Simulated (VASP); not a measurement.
A run of VASP 6.6.1 is set up as follows.

Contents of INCAR:

```
  PREC = Accurate
  ENCUT = 520
  EDIFF = 1E-6
  ISMEAR = 0
  SIGMA = 0.05
  LREAL = F
  LASPH = T
  NELM = 100
  ALGO = Normal
  ISIF = 2
  LWAVE = F
  LCHARG = F
  GGA = RP
  IBRION = 2
  NSW = 60
  EDIFFG = -0.02
```

File KPOINTS:

```
Automatic mesh
0
Gamma
  7 7 6
```

The input POSCAR:

```
HfWF3
1.0
    4.5050593600      0.0000000000      0.0000000000
   -2.2525296800      3.9014958500      0.0000000000
    0.0000000000      0.0000000000      4.6932753800
Hf W F
1 1 3
Direct
    0.0000000000      0.0000000000      0.5000000000
    0.0000000000      0.0000000000      0.0000000000
    0.5000000000      0.0000000000      0.0000000000
    0.0000000000      0.5000000000      0.0000000000
    0.5000000000      0.5000000000      0.0000000000
```

Potentials or basis: VASP PAW PBE potentials, release 64 (Hf_pv, W_sv, F).

Launch:

```sh
$ cat potpaw_PBE.64/Hf_pv/POTCAR potpaw_PBE.64/W_sv/POTCAR potpaw_PBE.64/F/POTCAR > POTCAR
$ mpirun -np 1 vasp_std > vasp.out
```

Q: What does it give for the band gap on the k mesh?

A: None (metal or under the smearing width).

Final structure:
```
CELL_PARAMETERS angstrom
4.50506 0.00000 0.00000
-2.25253 3.90150 0.00000
0.00000 0.00000 4.69328
ATOMIC_POSITIONS crystal
Hf 0.00000 0.00000 0.50000
W 0.00000 0.00000 0.00000
F 0.50000 0.00000 0.00000
F 0.00000 0.50000 0.00000
F 0.50000 0.50000 0.00000
```

Caveat: the relaxation stopped at its first step, so nothing moved; an odd number of electrons without spin polarisation forces a metal; a magnetic or distorted state may lie lower. Spin-orbit coupling is left out, which matters for the levels of Hf, W.
